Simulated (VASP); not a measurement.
OSZICAR of a VASP run on MgI₂ (1T layered):

**OSZICAR**
```
       N       E                     dE             d eps       ncg     rms          rms(c)
DAV:   1     0.875744840193E+02    0.87574E+02   -0.60116E+03   576   0.106E+03
DAV:   2     0.302598218749E+01   -0.84549E+02   -0.78878E+02   848   0.156E+02
DAV:   3    -0.312690735372E+01   -0.61529E+01   -0.61262E+01   748   0.500E+01
DAV:   4    -0.323944746299E+01   -0.11254E+00   -0.11251E+00   732   0.843E+00
DAV:   5    -0.324160184352E+01   -0.21544E-02   -0.21543E-02   732   0.119E+00    0.413E+00
DAV:   6    -0.312876819409E+01    0.11283E+00   -0.15533E-01   632   0.217E+00    0.279E+00
DAV:   7    -0.311368397344E+01    0.15084E-01   -0.14388E-01   684   0.217E+00    0.697E-01
DAV:   8    -0.311228415899E+01    0.13998E-02   -0.90157E-03   620   0.581E-01    0.234E-01
DAV:   9    -0.311246029987E+01   -0.17614E-03   -0.85204E-04   696   0.230E-01    0.855E-02
DAV:  10    -0.311245053257E+01    0.97673E-05   -0.23522E-05   696   0.418E-02    0.371E-02
DAV:  11    -0.311245429386E+01   -0.37613E-05   -0.11585E-05   664   0.285E-02    0.220E-02
DAV:  12    -0.311245472221E+01   -0.42835E-06   -0.83799E-07   704   0.573E-03    0.807E-03
DAV:  13    -0.311245468692E+01    0.35291E-07   -0.15437E-08   444   0.106E-03
   1 F= -.31124547E+01 E0= -.31124547E+01  d E =-.311245E+01
       N       E                     dE             d eps       ncg     rms          rms(c)
DAV:   1    -0.311995231910E+01   -0.74976E-02   -0.37147E-01   580   0.365E+00    0.255E-01
DAV:   2    -0.312133350561E+01   -0.13812E-02   -0.15322E-02   700   0.869E-01    0.105E-01
DAV:   3    -0.312131109257E+01    0.22413E-04   -0.16473E-04   668   0.119E-01    0.786E-02
DAV:   4    -0.312129765763E+01    0.13435E-04   -0.42560E-05   680   0.452E-02    0.345E-02
DAV:   5    -0.312129721711E+01    0.44052E-06   -0.71028E-06   656   0.170E-02    0.447E-03
DAV:   6    -0.312129694671E+01    0.27040E-06   -0.32110E-07   676   0.493E-03    0.280E-03
DAV:   7    -0.312129680932E+01    0.13739E-06   -0.15084E-07   412   0.307E-03    0.121E-03
DAV:   8    -0.312129682196E+01   -0.12639E-07   -0.26428E-08   364   0.135E-03
   2 F= -.31212968E+01 E0= -.31212968E+01  d E =-.884214E-02
       N       E                     dE             d eps       ncg     rms          rms(c)
DAV:   1    -0.312275236722E+01   -0.14556E-02   -0.18879E+00   580   0.822E+00    0.564E-01
DAV:   2    -0.312978713228E+01   -0.70348E-02   -0.77991E-02   704   0.196E+00    0.243E-01
DAV:   3    -0.312966952289E+01    0.11761E-03   -0.83604E-04   648   0.270E-01    0.182E-01
DAV:   4    -0.312960428688E+01    0.65236E-04   -0.22135E-04   688   0.103E-01    0.801E-02
DAV:   5    -0.312960486008E+01   -0.57319E-06   -0.35133E-05   612   0.380E-02    0.116E-02
DAV:   6    -0.312960431118E+01    0.54890E-06   -0.22418E-06   684   0.125E-02    0.587E-03
DAV:   7    -0.312960397710E+01    0.33408E-06   -0.96364E-07   620   0.750E-03    0.389E-03
DAV:   8    -0.312960399578E+01   -0.18686E-07   -0.70229E-08   384   0.229E-03
   3 F= -.31296040E+01 E0= -.31296040E+01  d E =-.171493E-01
       N       E                     dE             d eps       ncg     rms          rms(c)
DAV:   1    -0.313327952920E+01   -0.36756E-02   -0.14315E-01   600   0.208E+00    0.233E-01
DAV:   2    -0.313197801864E+01    0.13015E-02   -0.38040E-03   656   0.459E-01    0.111E-01
DAV:   3    -0.313127739397E+01    0.70062E-03   -0.80378E-04   696   0.179E-01    0.522E-02
DAV:   4    -0.313117838953E+01    0.99004E-04   -0.34945E-04   704   0.112E-01    0.111E-02
DAV:   5    -0.313118093003E+01   -0.25405E-05   -0.22866E-05   624   0.303E-02    0.102E-02
DAV:   6    -0.313118099673E+01   -0.66694E-07   -0.90033E-07   704   0.697E-03
   4 F= -.31311810E+01 E0= -.31311810E+01  d E =-.157700E-02
       N       E                     dE             d eps       ncg     rms          rms(c)
DAV:   1    -0.313458399354E+01   -0.34031E-02   -0.19006E-01   592   0.240E+00    0.267E-01
DAV:   2    -0.313287419574E+01    0.17098E-02   -0.50514E-03   648   0.530E-01    0.128E-01
DAV:   3    -0.313195198360E+01    0.92221E-03   -0.10611E-03   712   0.206E-01    0.602E-02
DAV:   4    -0.313182421195E+01    0.12777E-03   -0.45629E-04   688   0.129E-01    0.128E-02
DAV:   5    -0.313182757349E+01   -0.33615E-05   -0.29615E-05   632   0.345E-02    0.116E-02
DAV:   6    -0.313182770220E+01   -0.12871E-06   -0.11984E-06   696   0.806E-03    0.625E-03
DAV:   7    -0.313182791091E+01   -0.20870E-06   -0.54577E-07   620   0.606E-03    0.702E-04
DAV:   8    -0.313182789805E+01    0.12855E-07   -0.28973E-08   344   0.131E-03
   5 F= -.31318279E+01 E0= -.31318279E+01  d E =-.222390E-02
```

Task: Which electronic solver shows in the log?

Result: It is blocked Davidson (ALGO = Normal, or the opening steps of other solvers). The INCAR had ALGO = Normal.

Task: Can the final energy be trusted as converged?

Result: Self-consistency was reached. It stopped with EDIFF = 1E-7, NELM = 100, NSW = 30 and EDIFFG = -0.01 after 5 ionic steps (rev-vdW-DF2, plane waves, VASP's PBE PAW potentials (set 64)).

The compound is MgI2 in the 1T layered structure. This cell is one point of a volume scan, at 0.94 of the reference volume. Symmetry was kept, so distortions that lower it aren't found.
